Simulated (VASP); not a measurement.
Output of a VASP run:

### OSZICAR
```
       N       E                     dE             d eps       ncg     rms          rms(c)
DAV:   1     0.307278474535E+03    0.30728E+03   -0.16938E+04  4784   0.253E+03
DAV:   2     0.175539461839E+02   -0.28972E+03   -0.27548E+03  4799   0.442E+02
DAV:   3    -0.258392522418E+02   -0.43393E+02   -0.41439E+02  6510   0.192E+02
DAV:   4    -0.276123908818E+02   -0.17731E+01   -0.17550E+01  6468   0.392E+01
DAV:   5    -0.276379203138E+02   -0.25529E-01   -0.25500E-01  6140   0.444E+00    0.178E+01
DAV:   6    -0.252485001924E+02    0.23894E+01   -0.56782E+01  6995   0.190E+02    0.136E+01
DAV:   7    -0.213006468994E+02    0.39479E+01   -0.12333E+01  5716   0.138E+02    0.282E+00
DAV:   8    -0.215316652517E+02   -0.23102E+00   -0.27846E+00  5264   0.117E+01    0.176E+00
DAV:   9    -0.214907820021E+02    0.40883E-01   -0.14611E-01  7782   0.864E+00    0.658E-01
DAV:  10    -0.214810089785E+02    0.97730E-02   -0.24619E-02  6794   0.237E+00    0.485E-01
DAV:  11    -0.214778150622E+02    0.31939E-02   -0.16184E-02  7244   0.138E+00    0.734E-02
DAV:  12    -0.214778149209E+02    0.14132E-06   -0.82905E-04  6904   0.405E-01    0.428E-02
DAV:  13    -0.214778093476E+02    0.55732E-05   -0.63378E-05  7377   0.125E-01    0.709E-03
DAV:  14    -0.214778070875E+02    0.22601E-05   -0.30648E-06  7095   0.360E-02    0.413E-03
DAV:  15    -0.214778059534E+02    0.11341E-05   -0.96563E-07  7125   0.907E-03    0.689E-04
DAV:  16    -0.214778055072E+02    0.44619E-06   -0.25116E-08  3232   0.317E-03    0.151E-04
DAV:  17    -0.214778055133E+02   -0.61045E-08   -0.21767E-08  3087   0.264E-03
   1 F= -.21477806E+02 E0= -.21477806E+02  d E =0.000000E+00
```

File OUTCAR:
```
------------------------ aborting loop because EDIFF is reached ----------------------------------------
  FORCE on cell =-STRESS in cart. coord.  units (eV):
  Direction    XX          YY          ZZ          XY          YZ          ZX
  --------------------------------------------------------------------------------------
  Total        0.0898755      0.0898755     -0.0730619      0.0000000      0.0000000      0.0000000
  in kB        3.3686633      3.3686633     -2.7384651      0.0000000      0.0000000      0.0000000
  external PRESSURE =       1.3329538 kB  Pullay stress =       0.0000000 kB
  volume of cell :       42.75
      direct lattice vectors                 reciprocal lattice vectors
     2.890479729  0.000000000  0.000000000     0.345963333  0.000000000  0.000000000
     0.000000000  2.890479729  0.000000000     0.000000000  0.345963333  0.000000000
     0.000000000  0.000000000  5.116280214     0.000000000  0.000000000  0.195454502
 POSITION                                       TOTAL-FORCE (eV/Angst)
 -----------------------------------------------------------------------------------
      0.00000      1.44524      0.00000         0.000000      0.000000      0.000000
      1.44524      0.00000      2.55814         0.000000      0.000000      0.000000
      0.00000      0.00000      1.27907         0.000000      0.000000     -0.000000
      0.00000      0.00000      3.83721         0.000000     -0.000000     -0.000000
 -----------------------------------------------------------------------------------
    total drift:                                0.000000      0.000000     -0.000000
  FREE ENERGIE OF THE ION-ELECTRON SYSTEM (eV)
  ---------------------------------------------------
  free  energy   TOTEN  =       -21.4778055133 eV

  energy  without entropy=      -21.4778055133  energy(sigma->0) =      -21.47780551

 total charge

# of ion       s       p       d       tot
------------------------------------------
    1        0.409   0.422   9.128   9.958
    2        0.409   0.422   9.128   9.958
    3        1.573   3.375   0.000   4.947
    4        1.573   3.375   0.000   4.947
--------------------------------------------------
tot          3.962   7.593  18.256  29.811

 Electric field gradients after diagonalization (V/A^2)
 (convention: |V_zz| > |V_xx| > |V_yy|)
----------------------------------------------------------------------
 ion       V_xx      V_yy      V_zz     asymmetry (V_yy - V_xx)/ V_zz
----------------------------------------------------------------------
   1     -12.502    -3.388    15.890       0.574
   2     -12.502    -3.388    15.890       0.574
   3      -3.358    -3.358     6.716       0.000
   4      -3.358    -3.358     6.716       0.000
```
(Selected blocks of OUTCAR.)

### POSCAR
```
CuO
1
    2.8904797287    -0.0000000000     0.0000000000
    0.0000000000     2.8904797287     0.0000000000
    0.0000000000     0.0000000000     5.1162802143
Cu O
2 2
Direct
  0.0000000000   0.5000000000   0.0000000000
  0.5000000000   0.0000000000   0.5000000000
  0.0000000000   0.0000000000   0.2500000000
  0.0000000000   1.0000000000   0.7500000000
```

### Question
Reconstruct the remaining input files.

### Answer
Several could match; the one computed here: the input of the run itself, PBEsol GGA, plane waves, VASP's PBE PAW potentials (set 64).

File KPOINTS:
```
Automatic mesh
0
Gamma
12 12 7
0 0 0
```

INCAR:
```
ALGO=Normal   ! blocked Davidson
ISIF=2   ! forces and stress, cell fixed
LORBIT=11
NEDOS=601   ! DOS grid
LMAXMIX=4   ! l cut-off of mixed one-centre charges
LEFG=.TRUE.
ISMEAR=-5   ! tetrahedra, Bloechl
NELM=100   ! most electronic steps
LCHARG=.TRUE.
LWAVE=.FALSE.
SYSTEM=CuO
LREAL=.FALSE.   ! projection in real space or not
LASPH=.TRUE.   ! aspherical one-centre terms
GGA=PS   ! PBEsol
PREC=Accurate
ENCUT=520   ! plane-wave cut-off (eV)
EDIFF=1E-7   ! SCF stop (eV)
```

POTCAR, in this order: Cu O (PBE.64 set). Program: vasp_std.

For a metal the tetrahedron method with Blöchl corrections gives inexact stress and forces.

The structure was generated: CuO was put into the PtS type (P4_2/mmc), which need not be its known phase. It was relaxed first, which changed the volume by +35 %.
